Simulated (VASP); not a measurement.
Given:

```
CELL_PARAMETERS angstrom
      4.73200     0.00000     0.00000
      0.00000     4.73200     0.00000
      0.00000     0.00000     4.73200
ATOMIC_POSITIONS crystal
  Cs 0.00000 0.00000 0.00000
  Br 0.50000 0.50000 0.50000
```

Calculation: r2SCAN meta-GGA, VASP's PBE PAW potentials (set 64) (plane waves; VASP). Numerical set-up: 400 eV cut-off, 5×5×5 Γ-centred mesh, Gaussian smearing of 0.050 eV, potentials Cs_sv Br.

Energy and stress use the plane-wave basis of the starting cell.

### Question
The ions, cell shape and volume are relaxed. Give the cell that the relaxation ends in.

### Answer

```
CELL_PARAMETERS angstrom
      4.32901     0.00000     0.00000
      0.00000     4.32901     0.00000
      0.00000     0.00000     4.32901
ATOMIC_POSITIONS crystal
  Cs 0.00000 0.00000 0.00000
  Br 0.50000 0.50000 0.50000
```
Space group Pm-3m (221), at a tolerance of 0.03 Å.

### Question
How do energy and volume change from the first to the last step?

### Answer
The energy (σ→0) changes by -108.0 meV/atom and the volume by -23.4 %, in 5 ionic steps.

The structure was generated: CsBr was put into the CsCl type type (Pm-3m), which need not be its known phase. This run relaxes it. Symmetry was kept, so distortions that lower it aren't found.
